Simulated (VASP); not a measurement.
Data:

```xyz
2
Lattice="0.0000 2.7939 2.7939 2.7939 0.0000 2.7939 2.7939 2.7939 0.0000" Properties=species:S:1:pos:R:3 pbc="T T T"
Ba     0.0000     0.0000     0.0000
O      2.7939     2.7939     2.7939
```

Computed with LDA (Ceperley-Alder, Perdew-Zunger), VASP's LDA PAW potentials (set 64) (plane waves; VASP 6.6.1). Numerical set-up: 520 eV cut-off, 8×8×8 Γ-centred mesh, Gaussian smearing of 0.050 eV, potentials Ba_sv O.

Unless said otherwise, spin-orbit coupling is left out, though it shifts the bands of the heavy elements here.

Question: Predict the energy per atom (σ→0), pressure, band gap (on the k-mesh) with the smallest direct gap where there is one.

Answer: 
band gap (on the k-mesh): 1.92 eV
smallest direct gap (on the k-mesh): 1.92 eV
energy per atom (σ→0): -6.538 eV/atom
pressure: -4.31 GPa

The compound is BaO in the rock salt structure. This cell is one point of a volume scan, at 1.06 of the reference volume.
